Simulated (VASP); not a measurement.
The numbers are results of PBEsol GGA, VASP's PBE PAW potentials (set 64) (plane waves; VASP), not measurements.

VASP input:

**INCAR**
```
SYSTEM = NaI
PREC = Accurate
ENCUT = 530
EDIFF = 1E-7
NELM = 100
ALGO = Normal
LREAL = .FALSE.
LASPH = .TRUE.
ISMEAR = 0
SIGMA = 0.05
GGA = PS
LMAXMIX = 4
LWAVE = .FALSE.
LCHARG = .FALSE.
IBRION = 6
ISIF = 3
NFREE = 2
POTIM = 0.015
NSW = 1
```

File KPOINTS:
```
K-points
0
gamma
7 7 7
```

File POSCAR:
```
NaI
1
    0.0000000000     3.1980132767     3.1980132767
    3.1980132767     0.0000000000     3.1980132767
    3.1980132767     3.1980132767     0.0000000000
Na I
1 1
Direct
  0.0000000000   0.0000000000   0.0000000000
  0.5000000000   0.5000000000   0.5000000000
```

POTCAR, in this order: Na_pv I (PBE.64 set). Program: vasp_std.

Output

### OUTCAR
```


 TOTAL ELASTIC MODULI (kBar)
 Direction    XX          YY          ZZ          XY          YZ          ZX
 --------------------------------------------------------------------------------
 XX         370.8180     76.7700     76.7700     -0.0000      0.0000     -0.0000
 YY          76.7700    370.8180     76.7700     -0.0000      0.0000      0.0000
 ZZ          76.7700     76.7700    370.8180      0.0000     -0.0000     -0.0000
 XY          -0.0000     -0.0000      0.0000     68.4739      0.0000      0.0000
 YZ           0.0000      0.0000     -0.0000      0.0000     68.4739      0.0000
 ZX          -0.0000      0.0000     -0.0000      0.0000      0.0000     68.4739
 --------------------------------------------------------------------------------
```
(Selected blocks of OUTCAR.)

The compound is NaI in the rock salt structure. It was relaxed first.
